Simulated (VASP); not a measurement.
Output of a VASP run:

### OSZICAR
```
       N       E                     dE             d eps       ncg     rms          rms(c)
DAV:   1     0.962128185679E+02    0.96213E+02   -0.77608E+03   528   0.101E+03
DAV:   2     0.126401729104E+01   -0.94949E+02   -0.90284E+02   630   0.236E+02
DAV:   3    -0.265705705265E+01   -0.39211E+01   -0.38721E+01   600   0.516E+01
DAV:   4    -0.269018144992E+01   -0.33124E-01   -0.33119E-01   620   0.532E+00
DAV:   5    -0.269065798197E+01   -0.47653E-03   -0.47653E-03   580   0.625E-01    0.119E+01
DAV:   6    -0.248706551402E+01    0.20359E+00   -0.46055E-01   530   0.737E+00    0.676E+00
DAV:   7    -0.248590209438E+01    0.11634E-02   -0.10862E-01   520   0.304E+00    0.204E+00
DAV:   8    -0.248413366975E+01    0.17684E-02   -0.10610E-02   550   0.148E+00    0.376E-01
DAV:   9    -0.248408698069E+01    0.46689E-04   -0.15487E-03   550   0.512E-01    0.574E-02
DAV:  10    -0.248411610562E+01   -0.29125E-04   -0.11198E-04   585   0.996E-02    0.278E-02
DAV:  11    -0.248414181355E+01   -0.25708E-04   -0.65688E-05   530   0.106E-01    0.239E-02
DAV:  12    -0.248413900922E+01    0.28043E-05   -0.10359E-05   535   0.546E-02    0.302E-03
DAV:  13    -0.248413895953E+01    0.49694E-07   -0.87416E-07   270   0.855E-03
   1 F= -.24841390E+01 E0= -.24828857E+01  d E =-.250646E-02
```

**OUTCAR**
```
------------------------ aborting loop because EDIFF is reached ----------------------------------------
  FORCE on cell =-STRESS in cart. coord.  units (eV):
  Direction    XX          YY          ZZ          XY          YZ          ZX
  --------------------------------------------------------------------------------------
  Total        5.8674587      5.8674587      5.8674587      0.0000000     -0.0000000      0.0000000
  in kB      207.2722434    207.2722434    207.2722434      0.0000000     -0.0000000      0.0000000
  external PRESSURE =     207.2722434 kB  Pullay stress =       0.0000000 kB
  volume of cell :       45.35
      direct lattice vectors                 reciprocal lattice vectors
     0.000000000  2.830500000  2.830500000    -0.176647235  0.176647235  0.176647235
     2.830500000  0.000000000  2.830500000     0.176647235 -0.176647235  0.176647235
     2.830500000  2.830500000  0.000000000     0.176647235  0.176647235 -0.176647235
  FREE ENERGIE OF THE ION-ELECTRON SYSTEM (eV)
  ---------------------------------------------------
  free  energy   TOTEN  =        -2.4841389595 eV

  energy  without entropy=       -2.4816324992  energy(sigma->0) =       -2.48288573
```
(Selected blocks of OUTCAR.)

**POSCAR**
```
AgCl
1
    0.0000000000     2.8305000000     2.8305000000
    2.8305000000     0.0000000000     2.8305000000
    2.8305000000     2.8305000000     0.0000000000
Ag Cl
1 1
Direct
  0.0000000000   0.0000000000   0.0000000000
  0.5000000000   0.5000000000   0.5000000000
```

Task: Reconstruct the remaining input files.

Result: This is not unique; one that fits is the input of the run itself, PBE GGA, plane waves, VASP's PBE PAW potentials (set 64).

INCAR:
```
# general
SYSTEM  = AgCl
PREC    = Accurate
ENCUT   = 400
LREAL   = .False.
LASPH   = .True.
NELECT  = 18.5

# electronic loop
EDIFF   = 1E-6
NELM    = 100
ALGO    = Normal
LMAXMIX = 4

# smearing
ISMEAR  = 0
SIGMA   = 0.05

# functional
GGA     = PE

# ions
ISIF    = 2

# output
LWAVE   = .False.
LCHARG  = .False.
```

KPOINTS:
```
Automatic mesh
0
Gamma
7 7 7
0 0 0
```

POTCAR, in this order: Ag Cl (PBE.64 set). Program: vasp_std.

The cell is charged, with a uniform compensating background.

The compound is AgCl in the rock salt structure. The cell was not relaxed at this level. The run is one of a series of settings (NELECT = 18.5 against the base run), some of them coarse on purpose.
